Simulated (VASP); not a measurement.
Output of a VASP run:

File OUTCAR:
```
 ion  position               nearest neighbor table
   1  0.000  0.000  0.000-   2 2.17   2 2.17   2 2.17   2 2.17   2 2.17   2 2.17
   2  0.500  0.500  0.500-   1 2.17   1 2.17   1 2.17   1 2.17   1 2.17   1 2.17
  LATTYP: Found a face centered cubic cell.
 ALAT       =     4.3300000000
 Subroutine PRICEL returns:
 Original cell was already a primitive cell.
 Subroutine GETGRP returns: Found 48 space group operations
The static configuration has the point symmetry O_h .
The dynamic configuration has the point symmetry O_h .
 Subroutine INISYM returns: Found 48 space group operations
 Subroutine IBZKPT returns following result:
 Found     84 irreducible k-points:

 Following reciprocal coordinates:
            Coordinates               Weight
  0.000000  0.000000  0.000000      1.000000
  0.076923  0.000000  0.000000      8.000000
  0.153846  0.000000  0.000000      8.000000
  0.230769  0.000000  0.000000      8.000000
  0.307692  0.000000  0.000000      8.000000
  0.384615  0.000000  0.000000      8.000000
  0.461538  0.000000  0.000000      8.000000
  0.076923  0.076923  0.000000      6.000000
  0.153846  0.076923  0.000000     24.000000
  0.230769  0.076923  0.000000     24.000000
  0.307692  0.076923  0.000000     24.000000
  0.384615  0.076923  0.000000     24.000000
  0.461538  0.076923  0.000000     24.000000
 -0.461538  0.076923  0.000000     24.000000
 -0.384615  0.076923  0.000000     24.000000
 -0.307692  0.076923  0.000000     24.000000
 -0.230769  0.076923  0.000000     24.000000
 -0.153846  0.076923  0.000000     24.000000
 -0.076923  0.076923  0.000000     12.000000
  0.153846  0.153846  0.000000      6.000000
  0.230769  0.153846  0.000000     24.000000
  0.307692  0.153846  0.000000     24.000000
  0.384615  0.153846  0.000000     24.000000
  0.461538  0.153846  0.000000     24.000000
 -0.461538  0.153846  0.000000     24.000000
 -0.384615  0.153846  0.000000     24.000000
 -0.307692  0.153846  0.000000     24.000000
 -0.230769  0.153846  0.000000     24.000000
 -0.153846  0.153846  0.000000     12.000000
  0.230769  0.230769  0.000000      6.000000
  0.307692  0.230769  0.000000     24.000000
  0.384615  0.230769  0.000000     24.000000
  0.461538  0.230769  0.000000     24.000000
 -0.461538  0.230769  0.000000     24.000000
 -0.384615  0.230769  0.000000     24.000000
 -0.307692  0.230769  0.000000     24.000000
 -0.230769  0.230769  0.000000     12.000000
  0.307692  0.307692  0.000000      6.000000
  0.384615  0.307692  0.000000     24.000000
  0.461538  0.307692  0.000000     24.000000
   k-points           NKPTS =     84   k-points in BZ     NKDIM =     84   number of bands    NBANDS=     12
   number of dos      NEDOS =    301   number of ions     NIONS =      2
   total plane-waves  NPLWV =  13824
   dimension x,y,z NGX =    24 NGY =   24 NGZ =   24
   dimension x,y,z NGXF=    48 NGYF=   48 NGZF=   48
   ions per type =               1   1
   PREC   = accura    normal or accurate (medium, high low for compatibility)
   ISTART =      0    job   : 0-new  1-cont  2-samecut
   ICHARG =      2    charge: 1-file 2-atom 10-const
   ISPIN  =      1    spin polarized calculation?
   LNONCOLLINEAR =      F non collinear calculations
   LSORBIT =      F    spin-orbit coupling
   INIWAV =      1    electr: 0-lowe 1-rand  2-diag
   ENCUT  =  520.0 eV  38.22 Ry    6.18 a.u.   5.69  5.69  5.69*2*pi/ulx,y,z
   NELM   =    100;   NELMIN=  2; NELMDL= -5     # of ELM steps
   EDIFF  = 0.1E-05   stopping-criterion for ELM
   LREAL  =      F    real-space projection
   NLSPLINE    = F    spline interpolate recip. space projectors
   LMAXMIX     =    4 max onsite mixed and CHGCAR
   VOSKOWN=      0    Vosko Wilk Nusair interpolation
   EDIFFG = -.1E-01   stopping-criterion for IOM
   NSW    =     60    number of steps for IOM
   NBLOCK =      1;   KBLOCK =     60    inner block; outer block
   IBRION =      2    ionic relax: 0-MD 1-quasi-New 2-CG
...
```

OSZICAR:
```
...
DAV:   1     0.115354757013E+03    0.11535E+03   -0.84926E+03  2016   0.160E+03
DAV:   2    -0.143530791594E+02   -0.12971E+03   -0.12359E+03  2116   0.376E+02
DAV:   3    -0.238570432981E+02   -0.95040E+01   -0.90925E+01  2656   0.969E+01
DAV:   4    -0.243083819613E+02   -0.45134E+00   -0.45089E+00  2684   0.201E+01
DAV:   5    -0.243194011188E+02   -0.11019E-01   -0.11019E-01  2720   0.287E+00    0.187E+01
DAV:   6    -0.193681390223E+02    0.49513E+01   -0.32102E+01  2400   0.704E+01    0.716E+00
DAV:   7    -0.187485223777E+02    0.61962E+00   -0.47968E+00  2448   0.282E+01    0.494E+00
DAV:   8    -0.187135855647E+02    0.34937E-01   -0.14284E-01  2156   0.506E+00    0.303E+00
DAV:   9    -0.187142016969E+02   -0.61613E-03   -0.15554E-01  2292   0.501E+00    0.831E-01
DAV:  10    -0.187107676309E+02    0.34341E-02   -0.17188E-02  2872   0.189E+00    0.589E-01
DAV:  11    -0.187092463168E+02    0.15213E-02   -0.73710E-03  2156   0.132E+00    0.117E-01
DAV:  12    -0.187092436993E+02    0.26175E-05   -0.51510E-04  2200   0.326E-01    0.391E-02
DAV:  13    -0.187092292602E+02    0.14439E-04   -0.29540E-05  2944   0.791E-02    0.145E-02
DAV:  14    -0.187092279254E+02    0.13348E-05   -0.30602E-06  2156   0.156E-02    0.314E-03
DAV:  15    -0.187092277469E+02    0.17850E-06   -0.39781E-07  1088   0.102E-02
   1 F= -.19262888E+02 E0= -.19262825E+02  d E =-.192629E+02
       N       E                     dE             d eps       ncg     rms          rms(c)
DAV:   1    -0.189191931377E+02   -0.20997E+00   -0.54596E+00  2036   0.379E+01    0.483E+00
DAV:   2    -0.187134250890E+02    0.20577E+00   -0.98777E-01  2168   0.162E+01    0.136E+00
DAV:   3    -0.186776455949E+02    0.35779E-01   -0.14982E-01  2296   0.420E+00    0.581E-01
DAV:   4    -0.186771954625E+02    0.45013E-03   -0.59509E-02  2152   0.263E+00    0.326E-01
DAV:   5    -0.186805311875E+02   -0.33357E-02   -0.48247E-03  2400   0.794E-01    0.130E-01
DAV:   6    -0.186825664949E+02   -0.20353E-02   -0.45987E-03  3028   0.347E-01    0.106E-01
DAV:   7    -0.186827926747E+02   -0.22618E-03   -0.37214E-04  2272   0.187E-01    0.123E-02
DAV:   8    -0.186827855673E+02    0.71074E-05   -0.26676E-05  2332   0.474E-02    0.200E-02
DAV:   9    -0.186827960623E+02   -0.10495E-04   -0.11797E-05  2120   0.389E-02    0.201E-03
DAV:  10    -0.186827962527E+02   -0.19044E-06   -0.27772E-06  2452   0.101E-02
   2 F= -.19259805E+02 E0= -.19259712E+02  d E =0.308243E-02
       N       E                     dE             d eps       ncg     rms          rms(c)
DAV:   1    -0.187835756914E+02   -0.10078E+00   -0.17877E+00  2036   0.222E+01    0.288E+00
DAV:   2    -0.187193613952E+02    0.64214E-01   -0.43400E-01  2252   0.102E+01    0.901E-01
DAV:   3    -0.187012741620E+02    0.18087E-01   -0.67590E-02  2280   0.300E+00    0.329E-01
DAV:   4    -0.187015233918E+02   -0.24923E-03   -0.19284E-02  2144   0.139E+00    0.176E-01
DAV:   5    -0.187031055869E+02   -0.15822E-02   -0.23294E-03  2556   0.426E-01    0.677E-02
DAV:   6    -0.187034227018E+02   -0.31711E-03   -0.86289E-04  2776   0.159E-01    0.491E-02
DAV:   7    -0.187034884215E+02   -0.65720E-04   -0.27097E-04  2396   0.160E-01    0.566E-02
DAV:   8    -0.187034910764E+02   -0.26549E-05   -0.89326E-05  2096   0.117E-01    0.580E-03
DAV:   9    -0.187034921734E+02   -0.10970E-05   -0.26108E-06  2340   0.151E-02    0.484E-03
DAV:  10    -0.187034918643E+02    0.30915E-06   -0.12804E-06  1548   0.751E-03
   3 F= -.19267112E+02 E0= -.19267039E+02  d E =-.422416E-02
```

### OUTCAR
```
------------------------ aborting loop because EDIFF is reached ----------------------------------------
  Edisp (eV):   -0.56362
  FORCE on cell =-STRESS in cart. coord.  units (eV):
  Direction    XX          YY          ZZ          XY          YZ          ZX
  --------------------------------------------------------------------------------------
  Total      -0.00158    -0.00158    -0.00158    -0.00000     0.00000    -0.00000
  in kB      -0.12708    -0.12708    -0.12708    -0.00000     0.00000    -0.00000
  external pressure =       -0.13 kB  Pullay stress =        0.00 kB
  volume of cell :       19.97
      direct lattice vectors                 reciprocal lattice vectors
    -0.000000000  2.153349050  2.153349050    -0.232196448  0.232196448  0.232196448
     2.153349050 -0.000000000  2.153349050     0.232196448 -0.232196448  0.232196448
     2.153349050  2.153349050  0.000000000     0.232196448  0.232196448 -0.232196448
 POSITION                                       TOTAL-FORCE (eV/Angst)
 -----------------------------------------------------------------------------------
      0.00000      0.00000      0.00000        -0.000000      0.000000     -0.000000
      2.15335      2.15335      2.15335         0.000000      0.000000      0.000000
 -----------------------------------------------------------------------------------
    total drift:                                0.000000     -0.000000     -0.000000
  FREE ENERGIE OF THE ION-ELECTRON SYSTEM (eV)
  ---------------------------------------------------
  free  energy   TOTEN  =       -19.2671117503 eV

  energy  without entropy=      -19.2668938900  energy(sigma->0) =      -19.26703913

 reached required accuracy - stopping structural energy minimisation
```
(Selected blocks of OUTCAR.)

File POSCAR:
```
TiC
1
    0.0000000000     2.1650000000     2.1650000000
    2.1650000000     0.0000000000     2.1650000000
    2.1650000000     2.1650000000     0.0000000000
Ti C
1 1
Direct
  0.0000000000   0.0000000000   0.0000000000
  0.5000000000   0.5000000000   0.5000000000
```

Problem. Reconstruct the remaining input files.

Solution. This is not unique; one that fits is the input of the run itself, PBE GGA with D4 dispersion, plane waves, VASP's PBE PAW potentials (set 64).

**INCAR**
```
SYSTEM = TiC
PREC = Accurate; ENCUT = 520; LREAL = .FALSE.
LASPH = .TRUE.
EDIFF = 1E-6; NELM = 100; ALGO = Normal
LMAXMIX = 4
ISMEAR = 1; SIGMA = 0.1
GGA = PE; IVDW = 13
IBRION = 2; NSW = 60; ISIF = 3
EDIFFG = -0.01
LWAVE = .FALSE.; LCHARG = .FALSE.
```

KPOINTS:
```
Automatic mesh
0
Gamma
13 13 13
0 0 0
```

POTCAR, in this order: Ti_sv C (PBE.64 set). Program: vasp_std.

The compound is TiC in the rock salt structure. This run relaxes it. Symmetry was kept, so distortions that lower it aren't found.
